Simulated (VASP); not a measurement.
Here is the system:

```
HfO2
1.0
    0.00000     2.52458     2.52458
    2.52458     0.00000     2.52458
    2.52458     2.52458     0.00000
Hf O
1 2
Direct
  0.00000   0.00000   0.00000
  0.25000   0.25000   0.25000
  0.75000   0.75000   0.75000
```

Method: PBE GGA with D3 dispersion (Becke-Johnson damping), VASP's PBE PAW potentials (set 64) (plane waves; VASP). Numerical set-up: 520 eV cut-off, 8×8×8 Γ-centred mesh, Gaussian smearing of 0.050 eV, potentials Hf_pv O.

### Question
Give the energy at these volumes per atom, relative to the lowest: 10.08, 10.40, 10.72, 11.04, 11.36 Å³.

### Answer
35.8, 8.7, 0.0, 7.1, 27.6 meV/atom. A third-order Birch-Murnaghan fit gives B0 = 260 GPa and B0′ = 4.3.

The compound is HfO2 in the fluorite structure, the high-temperature cubic form, which is unstable at 0 K; the monoclinic form is the stable one. It was relaxed first.
